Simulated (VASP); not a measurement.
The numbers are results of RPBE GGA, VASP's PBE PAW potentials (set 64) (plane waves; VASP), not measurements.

Input for VASP

**POSCAR**
```
PbO
1.0
  4.1253628696   0.0000000000   0.0000000000
  0.0000000000   4.1253628696   0.0000000000
  0.0000000000   0.0000000000   5.6988508157
Pb O
2 2
direct
  0.5000000000   1.0000000000   0.7928126157
  0.0000000000   0.5000000000   0.2071873843
  0.5000000000   0.5000000000   0.0000000000
  1.0000000000   1.0000000000   1.0000000000
```

INCAR:
```
SYSTEM=PbO
PREC=Accurate; ENCUT=520; LREAL=.FALSE.
LASPH=.TRUE.
EDIFF=1E-6; NELM=100; ALGO=Normal
LMAXMIX=4
ISMEAR=0; SIGMA=0.05
GGA=RP
IBRION=2; NSW=60; ISIF=3
EDIFFG=-0.02
LWAVE=.FALSE.; LCHARG=.FALSE.
```

KPOINTS:
```
Regular mesh
0
gamma
5 5 4
0 0 0
```

POTCAR, in this order: Pb_d O (PBE.64 set). Program: vasp_std.

The resulting files:

OSZICAR:
```
...
DAV:   5    -0.201524776703E+02    0.27587E-05   -0.58923E-05  1160   0.974E-02    0.607E-03
DAV:   6    -0.201524776279E+02    0.42430E-07   -0.72065E-06  1072   0.261E-02
   4 F= -.20152478E+02 E0= -.20152478E+02  d E =-.862140E-03
       N       E                     dE             d eps       ncg     rms          rms(c)
DAV:   1    -0.201756061759E+02   -0.23129E-01   -0.14360E+00  1224   0.110E+01    0.832E-01
DAV:   2    -0.201587163830E+02    0.16890E-01   -0.71031E-02  1048   0.250E+00    0.364E-01
DAV:   3    -0.201556351188E+02    0.30813E-02   -0.81778E-03  1312   0.155E+00    0.177E-01
DAV:   4    -0.201548312078E+02    0.80391E-03   -0.25395E-03  1296   0.667E-01    0.465E-02
DAV:   5    -0.201548219130E+02    0.92948E-05   -0.52958E-04  1232   0.299E-01    0.182E-02
DAV:   6    -0.201548209642E+02    0.94886E-06   -0.65087E-05  1344   0.788E-02    0.596E-03
DAV:   7    -0.201548239253E+02   -0.29611E-05   -0.95891E-06   928   0.226E-02    0.285E-03
DAV:   8    -0.201548242977E+02   -0.37242E-06   -0.13836E-06   752   0.100E-02
   5 F= -.20154824E+02 E0= -.20154824E+02  d E =-.320881E-02
       N       E                     dE             d eps       ncg     rms          rms(c)
DAV:   1    -0.202395920126E+02   -0.84768E-01   -0.57286E+00  1224   0.222E+01    0.164E+00
DAV:   2    -0.201737379682E+02    0.65854E-01   -0.27088E-01  1056   0.483E+00    0.714E-01
DAV:   3    -0.201615499911E+02    0.12188E-01   -0.29823E-02  1280   0.301E+00    0.345E-01
DAV:   4    -0.201584516993E+02    0.30983E-02   -0.96598E-03  1296   0.130E+00    0.896E-02
DAV:   5    -0.201584181823E+02    0.33517E-04   -0.18403E-03  1240   0.576E-01    0.352E-02
DAV:   6    -0.201584146711E+02    0.35112E-05   -0.25489E-04  1360   0.160E-01    0.118E-02
DAV:   7    -0.201584263754E+02   -0.11704E-04   -0.46347E-05  1072   0.480E-02    0.721E-03
DAV:   8    -0.201584269368E+02   -0.56140E-06   -0.88662E-06   960   0.236E-02
   6 F= -.20158427E+02 E0= -.20158427E+02  d E =-.681145E-02
       N       E                     dE             d eps       ncg     rms          rms(c)
DAV:   1    -0.204690862659E+02   -0.31066E+00   -0.22784E+01  1224   0.449E+01    0.316E+00
DAV:   2    -0.202202888965E+02    0.24880E+00   -0.97235E-01  1032   0.936E+00    0.138E+00
DAV:   3    -0.201723736898E+02    0.47915E-01   -0.10489E-01  1256   0.577E+00    0.651E-01
DAV:   4    -0.201612231523E+02    0.11151E-01   -0.35155E-02  1312   0.243E+00    0.169E-01
DAV:   5    -0.201611195786E+02    0.10357E-03   -0.62890E-03  1264   0.113E+00    0.671E-02
DAV:   6    -0.201611007493E+02    0.18829E-04   -0.93819E-04  1344   0.320E-01    0.234E-02
DAV:   7    -0.201611512124E+02   -0.50463E-04   -0.22847E-04  1104   0.105E-01    0.173E-02
DAV:   8    -0.201611502424E+02    0.97000E-06   -0.51695E-05  1096   0.559E-02    0.259E-03
DAV:   9    -0.201611529894E+02   -0.27470E-05   -0.70257E-06  1000   0.184E-02    0.146E-03
DAV:  10    -0.201611535065E+02   -0.51702E-06   -0.52733E-07   752   0.509E-03
   7 F= -.20161154E+02 E0= -.20161154E+02  d E =-.953802E-02
       N       E                     dE             d eps       ncg     rms          rms(c)
DAV:   1    -0.202044982694E+02   -0.43345E-01   -0.44003E+00  1336   0.194E+01    0.123E+00
DAV:   2    -0.201700955887E+02    0.34403E-01   -0.20246E-01  1040   0.415E+00    0.395E-01
DAV:   3    -0.201651229207E+02    0.49727E-02   -0.23236E-02  1208   0.252E+00    0.174E-01
DAV:   4    -0.201643427866E+02    0.78013E-03   -0.59048E-03  1312   0.109E+00    0.604E-02
DAV:   5    -0.201643507153E+02   -0.79287E-05   -0.98824E-04  1304   0.361E-01    0.340E-02
DAV:   6    -0.201643251670E+02    0.25548E-04   -0.20972E-04  1352   0.182E-01    0.612E-03
DAV:   7    -0.201643284717E+02   -0.33047E-05   -0.20743E-05   912   0.368E-02    0.497E-03
DAV:   8    -0.201643291511E+02   -0.67944E-06   -0.46963E-06   936   0.273E-02
   8 F= -.20164329E+02 E0= -.20164329E+02  d E =-.317564E-02
       N       E                     dE             d eps       ncg     rms          rms(c)
DAV:   1    -0.202406623256E+02   -0.76334E-01   -0.82434E+00  1328   0.268E+01    0.165E+00
DAV:   2    -0.201774553434E+02    0.63207E-01   -0.36460E-01  1064   0.564E+00    0.531E-01
DAV:   3    -0.201683397841E+02    0.91156E-02   -0.41229E-02  1224   0.341E+00    0.235E-01
DAV:   4    -0.201669014984E+02    0.14383E-02   -0.10766E-02  1296   0.147E+00    0.801E-02
DAV:   5    -0.201669243055E+02   -0.22807E-04   -0.17280E-03  1296   0.480E-01    0.442E-02
DAV:   6    -0.201668819488E+02    0.42357E-04   -0.34900E-04  1320   0.240E-01    0.837E-03
DAV:   7    -0.201668880119E+02   -0.60631E-05   -0.36880E-05   912   0.490E-02    0.582E-03
DAV:   8    -0.201668893896E+02   -0.13777E-05   -0.70451E-06   944   0.328E-02    0.125E-03
DAV:   9    -0.201668899017E+02   -0.51207E-06   -0.13010E-06   680   0.120E-02
   9 F= -.20166890E+02 E0= -.20166890E+02  d E =-.573640E-02
       N       E                     dE             d eps       ncg     rms          rms(c)
DAV:   1    -0.204506472213E+02   -0.28376E+00   -0.34139E+01  1320   0.568E+01    0.323E+00
DAV:   2    -0.202065043921E+02    0.24414E+00   -0.13554E+00  1048   0.113E+01    0.102E+00
DAV:   3    -0.201710271217E+02    0.35477E-01   -0.14870E-01  1200   0.679E+00    0.448E-01
DAV:   4    -0.201654830660E+02    0.55441E-02   -0.40862E-02  1280   0.292E+00    0.154E-01
DAV:   5    -0.201656149670E+02   -0.13190E-03   -0.65271E-03  1328   0.965E-01    0.849E-02
DAV:   6    -0.201654551276E+02    0.15984E-03   -0.13228E-03  1360   0.475E-01    0.154E-02
DAV:   7    -0.201654791287E+02   -0.24001E-04   -0.15242E-04   912   0.101E-01    0.133E-02
DAV:   8    -0.201654828660E+02   -0.37374E-05   -0.35421E-05  1112   0.684E-02    0.253E-03
DAV:   9    -0.201654849147E+02   -0.20486E-05   -0.65352E-06   960   0.232E-02    0.286E-03
DAV:  10    -0.201654854545E+02   -0.53985E-06   -0.73850E-07   696   0.720E-03
  10 F= -.20165485E+02 E0= -.20165485E+02  d E =-.433195E-02
       N       E                     dE             d eps       ncg     rms          rms(c)
DAV:   1    -0.202877776267E+02   -0.12229E+00   -0.12300E+01  1336   0.289E+01    0.214E+00
DAV:   2    -0.201837742799E+02    0.10400E+00   -0.65849E-01  1080   0.697E+00    0.690E-01
DAV:   3    -0.201693654414E+02    0.14409E-01   -0.70282E-02  1304   0.412E+00    0.297E-01
DAV:   4    -0.201672932778E+02    0.20722E-02   -0.16673E-02  1256   0.180E+00    0.109E-01
DAV:   5    -0.201673902890E+02   -0.97011E-04   -0.30848E-03  1288   0.597E-01    0.622E-02
DAV:   6    -0.201673270105E+02    0.63279E-04   -0.66750E-04  1400   0.299E-01    0.114E-02
DAV:   7    -0.201673388180E+02   -0.11808E-04   -0.59566E-05   896   0.624E-02    0.885E-03
DAV:   8    -0.201673384662E+02    0.35182E-06   -0.12673E-05   960   0.420E-02    0.137E-03
DAV:   9    -0.201673390565E+02   -0.59025E-06   -0.23279E-06   808   0.119E-02
  11 F= -.20167339E+02 E0= -.20167339E+02  d E =-.618555E-02
       N       E                     dE             d eps       ncg     rms          rms(c)
DAV:   1    -0.203048416563E+02   -0.13750E+00   -0.58461E+00  1032   0.337E+01    0.230E+00
DAV:   2    -0.201865861228E+02    0.11826E+00   -0.72573E-01  1080   0.774E+00    0.684E-01
DAV:   3    -0.201711105275E+02    0.15476E-01   -0.76597E-02  1224   0.471E+00    0.285E-01
DAV:   4    -0.201690597128E+02    0.20508E-02   -0.18808E-02  1232   0.197E+00    0.826E-02
DAV:   5    -0.201691259581E+02   -0.66245E-04   -0.18235E-03  1280   0.435E-01    0.405E-02
DAV:   6    -0.201691207771E+02    0.51811E-05   -0.29060E-04  1328   0.240E-01    0.921E-03
DAV:   7    -0.201691253622E+02   -0.45851E-05   -0.34444E-05   944   0.512E-02    0.634E-03
DAV:   8    -0.201691278658E+02   -0.25036E-05   -0.87081E-06   896   0.379E-02    0.159E-03
DAV:   9    -0.201691287444E+02   -0.87862E-06   -0.24908E-06   736   0.128E-02
  12 F= -.20169129E+02 E0= -.20169129E+02  d E =-.178969E-02
```

OUTCAR:
```
------------------------ aborting loop because EDIFF is reached ----------------------------------------
  FORCE on cell =-STRESS in cart. coord.  units (eV):
  Direction    XX          YY          ZZ          XY          YZ          ZX
  --------------------------------------------------------------------------------------
  Total       -0.0203112     -0.0203112     -0.0211936      0.0000000      0.0000000      0.0000000
  in kB       -0.3079610     -0.3079610     -0.3213397      0.0000000      0.0000000      0.0000000
  external PRESSURE =      -0.3124206 kB  Pullay stress =       0.0000000 kB
  volume of cell :      105.67
      direct lattice vectors                 reciprocal lattice vectors
     4.119435962  0.000000000  0.000000000     0.242751680  0.000000000  0.000000000
     0.000000000  4.119435962  0.000000000     0.000000000  0.242751680 -0.000000000
     0.000000000  0.000000000  6.226955150    -0.000000000 -0.000000000  0.160592131
 POSITION                                       TOTAL-FORCE (eV/Angst)
 -----------------------------------------------------------------------------------
      2.05972      0.00000      5.03987        -0.000000      0.000000      0.003244
      0.00000      2.05972      1.18709         0.000000     -0.000000     -0.003244
      2.05972      2.05972      0.00000         0.000000     -0.000000      0.000000
      0.00000      0.00000      0.00000        -0.000000     -0.000000      0.000000
 -----------------------------------------------------------------------------------
    total drift:                                0.000000     -0.000000     -0.000000
  FREE ENERGIE OF THE ION-ELECTRON SYSTEM (eV)
  ---------------------------------------------------
  free  energy   TOTEN  =       -20.1691287444 eV

  energy  without entropy=      -20.1691287444  energy(sigma->0) =      -20.16912874

 reached required accuracy - stopping structural energy minimisation
```
(Selected blocks of OUTCAR.)

**CONTCAR**
```
PbO
   1.00000000000000
     4.1194359616787981    0.0000000000000000    0.0000000000000000
     0.0000000000000000    4.1194359616787981    0.0000000000000000
     0.0000000000000000    0.0000000000000000    6.2269551503751019
  Pb              O
     2     2
Direct
     0.5000000000000000    0.0000000000000000    0.8093630317652181
     0.0000000000000000    0.5000000000000000    0.1906369682347819
     0.5000000000000000    0.5000000000000000    0.0000000000000000
     0.0000000000000000    0.0000000000000000    0.0000000000000000
```

OUTCAR:
```
 val. band max:        2.7771276169   @ k =   0.0000   0.0000   0.0000

 cond. band min:       4.5757466010   @ k =   0.0000   0.0000   0.0000


 Fermi energy:         2.9899990998

 k-point     1 :       0.0000    0.0000    0.0000
  band No.  band energies     occupation
      1     -14.8442      2.00000
      2     -14.5601      2.00000
      3     -13.0444      2.00000
      4     -13.0444      2.00000
      5     -13.0124      2.00000
      6     -12.9884      2.00000
      7     -12.9397      2.00000
      8     -12.9180      2.00000
      9     -12.9180      2.00000
     10     -12.9013      2.00000
     11     -12.8800      2.00000
     12     -11.6203      2.00000
     13      -4.3449      2.00000
     14      -2.9144      2.00000
     15      -0.7976      2.00000
     16      -0.7976      2.00000
     17       1.5002      2.00000
     18       1.5002      2.00000
     19       1.5177      2.00000
     20       2.7771      2.00000
     21       4.5757      0.00000
     22       6.6146      0.00000
     23       8.4874      0.00000
     24       8.4874      0.00000

 k-point     2 :       0.2000    0.0000    0.0000
  band No.  band energies     occupation
      1     -14.7969      2.00000
      2     -14.5733      2.00000
      3     -13.0402      2.00000
      4     -13.0264      2.00000
      5     -12.9945      2.00000
      6     -12.9694      2.00000
      7     -12.9683      2.00000
      8     -12.9319      2.00000
      9     -12.9014      2.00000
     10     -12.8837      2.00000
     11     -12.7835      2.00000
     12     -11.7243      2.00000
     13      -4.3668      2.00000
     14      -3.1346      2.00000
     15      -0.7401      2.00000
     16      -0.5935      2.00000
     17       1.0399      2.00000
     18       1.2622      2.00000
     19       1.4396      2.00000
     20       2.7234      2.00000
     21       5.4282      0.00000
     22       7.0663      0.00000
     23       7.3790      0.00000
     24       7.7042      0.00000
...
```

Energy and stress use the plane-wave basis of the starting cell. Without a dispersion term in the relaxation, distances and binding between the weakly bound layers, chains or molecules are unreliable, and so is what depends on them. Unless said otherwise, spin-orbit coupling is left out, though it shifts the bands of the heavy elements here.

The compound is PbO in the litharge structure. This run relaxes it. Symmetry was kept, so distortions that lower it aren't found. The start is the result of an earlier pass.
